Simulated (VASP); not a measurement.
Input:

```
CELL_PARAMETERS angstrom
      3.37577     0.00000     0.00000
     -1.68789     2.92350     0.00000
      0.00000     0.00000     5.76738
ATOMIC_POSITIONS crystal
  Mg 0.00000 0.00000 0.00000
  Al 0.66667 0.33333 0.35007
  Al 0.33333 0.66667 0.64993
  C  0.33333 0.66667 0.26927
  C  0.66667 0.33333 0.73073
```

All values below come from PBEsol GGA, VASP's PBE PAW potentials (set 64) (plane waves; VASP). Run with 520 eV cut-off, Gaussian smearing of 0.050 eV, potentials Mg Al C.

**Question.** Give the energies of bands 3 to 11 at the high-symmetry points, in eV from the valence-band maximum.

**Answer.** 
```tsv
band	Γ	M	K	A	L	H
3	-6.53	-6.30	-5.68	-4.08	-6.62	-5.55
4	-1.11	-5.13	-4.80	-3.34	-6.05	-5.55
5	-1.11	-3.73	-4.80	-0.94	-2.39	-5.29
6	-0.23	-2.61	-3.38	-0.94	-1.90	-4.16
7	-0.22	-2.18	-2.67	-0.43	-1.59	-1.11
8	-0.22	-1.05	-2.67	-0.43	-1.43	-1.11
9	3.36	1.93	2.35	4.38	1.82	3.49
10	4.50	4.35	5.92	5.32	3.57	3.49
11	6.60	4.70	5.92	6.52	4.00	4.25
```

The gap is indirect, 1.69 eV, from the valence maximum at K-Γ at 0.78 to the conduction minimum at L-M at 0.33.

The structure comes from a computed database's Al2MgC2 entry (P-3m1); how it stands against other phases isn't given here. It was relaxed first.
